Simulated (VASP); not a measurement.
Computed with TPSS meta-GGA, VASP's PBE PAW potentials (set 64) (plane waves; VASP).

VASP input:

INCAR:
```
ALGO=Normal
EDIFF=1E-7
EDIFFG=-0.01
ENCUT=520
IBRION=2
ISIF=4
ISMEAR=1
LASPH=T
LCHARG=F
LMAXMIX=4
LMIXTAU=T
LREAL=F
LWAVE=F
METAGGA=TPSS
NELM=100
NSW=30
PREC=Accurate
SIGMA=0.1
SYSTEM=In
```

KPOINTS:
```
Regular mesh
0
G
16 16 16
0 0 0
```

POSCAR:
```
In
1
   -1.6009404464     1.6009404464     2.4578036360
    1.6009404464    -1.6009404464     2.4578036360
    1.6009404464     1.6009404464    -2.4578036360
In
1
Direct
  0.0000000000   0.0000000000   0.0000000000
```

POTCAR, in this order: In_d (PBE.64 set). Program: vasp_std.

The run wrote:

### OSZICAR
```
       N       E                     dE             d eps       ncg     rms          rms(c)
DAV:   1     0.717962041061E+02    0.71796E+02   -0.68408E+03  7022   0.179E+03
DAV:   2    -0.786867884498E+01   -0.79665E+02   -0.78519E+02  7034   0.345E+02
DAV:   3    -0.127185943698E+02   -0.48499E+01   -0.48333E+01  8324   0.117E+02
DAV:   4    -0.128403688217E+02   -0.12177E+00   -0.12173E+00  8626   0.198E+01
DAV:   5    -0.128445443754E+02   -0.41756E-02   -0.41754E-02  9198   0.322E+00    0.358E+00
DAV:   6    -0.106283575627E+02    0.22162E+01   -0.60476E+00  6980   0.506E+01    0.884E-01
DAV:   7    -0.106283650261E+02   -0.74634E-05   -0.24541E-01  7298   0.550E+00    0.645E-01
DAV:   8    -0.107292983331E+02   -0.10093E+00   -0.12235E-01  7046   0.498E+00    0.610E-01
DAV:   9    -0.107540980855E+02   -0.24800E-01   -0.18973E-02  7238   0.166E+00    0.146E-01
DAV:  10    -0.107559699220E+02   -0.18718E-02   -0.37966E-03  7336   0.817E-01    0.145E-01
DAV:  11    -0.107574089683E+02   -0.14390E-02   -0.22188E-03  7366   0.944E-01    0.117E-01
DAV:  12    -0.107574535092E+02   -0.44541E-04   -0.33489E-05  7962   0.964E-02    0.922E-02
DAV:  13    -0.107574483877E+02    0.51215E-05   -0.54899E-06  8030   0.567E-02    0.480E-02
DAV:  14    -0.107574627972E+02   -0.14410E-04   -0.20897E-05  7798   0.110E-01    0.930E-03
DAV:  15    -0.107574625148E+02    0.28245E-06   -0.55044E-07  7458   0.154E-02    0.554E-03
DAV:  16    -0.107574625894E+02   -0.74569E-07   -0.19521E-07  5218   0.106E-02
   1 F= -.10757463E+02 E0= -.10757344E+02  d E =-.107575E+02
```

### OUTCAR
```
------------------------ aborting loop because EDIFF is reached ----------------------------------------
  FORCE on cell =-STRESS in cart. coord.  units (eV):
  Direction    XX          YY          ZZ          XY          YZ          ZX
  --------------------------------------------------------------------------------------
  Total        0.2229188      0.2229188      0.2352872      0.0000000     -0.0000000      0.0000000
  in kB       14.1742375     14.1742375     14.9606824      0.0000000     -0.0000000      0.0000000
  external PRESSURE =      14.4363858 kB  Pullay stress =       0.0000000 kB
  volume of cell :       25.20
      direct lattice vectors                 reciprocal lattice vectors
    -1.600940446  1.600940446  2.457803636     0.000000000  0.312316427  0.203433664
     1.600940446 -1.600940446  2.457803636     0.312316427  0.000000000  0.203433664
     1.600940446  1.600940446 -2.457803636     0.312316427  0.312316427  0.000000000
 POSITION                                       TOTAL-FORCE (eV/Angst)
 -----------------------------------------------------------------------------------
      0.00000      0.00000      0.00000         0.000000      0.000000     -0.000000
 -----------------------------------------------------------------------------------
    total drift:                               -0.000000      0.000000      0.000000
  FREE ENERGIE OF THE ION-ELECTRON SYSTEM (eV)
  ---------------------------------------------------
  free  energy   TOTEN  =       -10.7574625894 eV

  energy  without entropy=      -10.7571061330  energy(sigma->0) =      -10.75734377

 reached required accuracy - stopping structural energy minimisation
```
(Selected blocks of OUTCAR.)

The compound is In in the bct structure. This cell is one point of a volume scan, at 0.97 of the reference volume.
